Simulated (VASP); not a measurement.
Data:

```xyz
63
Lattice="7.1466 0.0000 0.0000 0.0000 7.1466 0.0000 0.0000 0.0000 7.1466" Properties=species:S:1:pos:R:3 pbc="T T T"
C      3.5601     0.0009     0.0050
C      4.4405     0.9063     0.9104
C      5.3358     1.8091     0.0296
C      6.2387     2.7041     0.9102
C      5.3358     0.0257     1.8133
C      6.2386     0.9062     2.7086
C      7.1302     0.0145     0.0188
C      0.8716     0.8993     0.9034
C      1.7487     1.7902     7.1445
C      2.6363     2.6661     0.8624
C      3.5621     3.5827     0.0050
C      4.4786     4.5083     0.8624
C      5.3545     5.3962     7.1444
C      6.2455     6.2732     0.9035
C      1.7487     7.1404     1.7941
C      2.6366     0.8584     2.6702
C      3.4286     1.7017     1.7056
C      5.4431     3.7163     1.7055
C      6.2862     4.5082     2.6701
C      3.5622     0.0012     3.5869
C      4.4787     0.8581     4.5126
C      5.4431     1.7015     3.7207
C      6.2865     2.6660     4.5124
C      5.3548     7.1401     5.4002
C      6.2457     0.8991     6.2775
C      7.1441     3.5848     0.0051
C      0.8745     4.4741     0.8715
C      1.7802     5.3646     7.1408
C      2.6707     6.2703     0.8716
C      7.1191     1.8092     1.8132
C      0.8810     2.6813     2.6851
C      1.7387     3.5982     1.7594
C      2.5815     4.5633     2.5505
C      3.5467     5.4061     1.7595
C      4.4636     6.2639     2.6852
C      7.1438     0.0010     3.5889
C      0.8747     0.8676     4.4781
C      1.7388     1.7558     3.6018
C      2.5815     2.5462     4.5672
C      4.5984     4.5632     4.5672
C      5.3894     5.4062     3.6017
C      6.2772     6.2701     4.4782
C      1.7805     7.1369     5.3685
C      2.6707     0.8675     6.2743
C      3.5470     1.7554     5.4099
C      4.4638     2.6810     6.2679
C      5.3894     3.5979     5.4100
C      6.2772     4.4740     6.2743
C      0.0044     5.3962     1.7942
C      0.8814     6.2634     2.6835
C      7.1437     3.5827     3.5867
C      0.9064     4.4542     4.4582
C      1.7868     5.3579     3.5629
C      2.6904     6.2384     4.4583
C      0.0046     1.7900     5.4002
C      0.8817     2.6793     6.2673
C      1.7870     3.5591     5.3620
C      2.6905     4.4543     6.2423
C      3.5858     5.3579     5.3618
C      4.4652     6.2630     6.2673
C      0.0081     5.3644     5.3685
C      0.8961     6.2489     6.2528
Sn     4.0120     3.1330     3.1373
```
Cell charge +1.

Level of theory: HSE06 screened hybrid, VASP's PBE PAW potentials (set 64) (plane waves; VASP 6.6.1). Settings: PREC = Normal, LREAL = Auto, ISYM = 0, NELECT = 251.0, EDIFF = 1E-5, 400 eV cut-off, 1×1×1 Γ-centred mesh, Gaussian smearing of 0.050 eV, potentials C Sn. Starting moments (MAGMOM): 63*0.0476. The cell's moment is fixed (NUPDOWN = 3).

The cell is charged, with a uniform compensating background. The supercell is sampled at Γ alone, which is coarse: total energies, pressure and levels can be off, energies of defects by several tenths of an eV.

Q: What does the run give for the cell moment, energy per atom (σ→0), largest force?

A: 
```
Property                         Value
---------------------  ---------------
cell moment                    3.00 μB
energy per atom (σ→0)  -10.388 eV/atom
largest force               0.191 eV/Å
```

Q: Give the moment on each site (PAW-sphere projection).

A: 
```tsv
site	moment (μB)
C1	0.03
C2	0.01
C3	0.02
C4	0.01
C5	0.02
C6	0.01
C7	0.02
C8	0.01
C9	0.03
C10	0.02
C11	0.02
C12	0.02
C13	0.03
C14	0.01
C15	0.03
C16	0.02
C17	0.18
C18	0.18
C19	0.02
C20	0.02
C21	0.02
C22	0.18
C23	0.02
C24	0.03
C25	0.01
C26	0.03
C27	0.03
C28	0.01
C29	0.03
C30	0.02
C31	0.02
C32	0.02
C33	0.18
C34	0.02
C35	0.02
C36	0.03
C37	0.03
C38	0.02
C39	0.18
C40	0.18
C41	0.02
C42	0.03
C43	0.01
C44	0.03
C45	0.02
C46	0.02
C47	0.02
C48	0.03
C49	0.03
C50	0.03
C51	0.02
C52	0.02
C53	0.01
C54	0.02
C55	0.03
C56	0.03
C57	0.01
C58	0.02
C59	0.01
C60	0.03
C61	0.01
C62	0.02
Sn63	0.21
```

The absolute energy has meaning only against runs of the same code, potentials and settings.

The cell is a supercell with a defect, built from C (diamond): Sn_C-vac_C, charge +1. The cell's shape comes from a PBE relaxation.
